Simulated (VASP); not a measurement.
TeAs, 2 atoms in the cell. It takes space group Fm-3m (No. 225, cubic). The conventional cell has a = 5.935 Å, b = 5.935 Å, c = 5.935 Å, α = 90.00°, β = 90.00°, γ = 90.00°. Around Te (site symmetry m-3m) lie 6 As at 2.97 Å. As (site symmetry m-3m) is surrounded by 6 Te at 2.97 Å. The cell comes from a database or a generator and needn't be the stable form of this composition.

| Property | Result |
| --- | --- |
| Program | VASP 6.6.1 |
| Task | single point |
| Functional | r2SCAN |
| Potentials or basis | VASP PAW PBE potentials, release 64 (Te, As) |
| Cutoff | 520 eV |
| k mesh | 6 × 6 × 6 |
| Occupations | gaussian, width 0.1 eV |
| Spin | no spin polarisation |
| Dipole correction | no |
| Further INCAR settings | ALGO = Normal; EDIFF = 1e-06; NBANDS = 12 |

Potentials or basis: VASP PAW PBE potentials, release 64 (Te, As).

Launch:

```console
$ cat potpaw_PBE.64/Te/POTCAR potpaw_PBE.64/As/POTCAR > POTCAR
$ cp INCAR.step1 INCAR
$ mpirun -np 1 vasp_std > vasp.out
$ cp INCAR.step2 INCAR
$ mpirun -np 1 vasp_std > vasp.out
```

Hardware: 1 thread of Intel(R) Xeon(R) 6975P-C (Granite Rapids), on a shared host.

Question: How long does it take, and how much memory?

Answer: Wall time 18 s on 1 thread of Intel(R) Xeon(R) 6975P-C (Granite Rapids) (shared host), peak memory 0.18 GiB. Counts: scf iterations 10, k points 16.
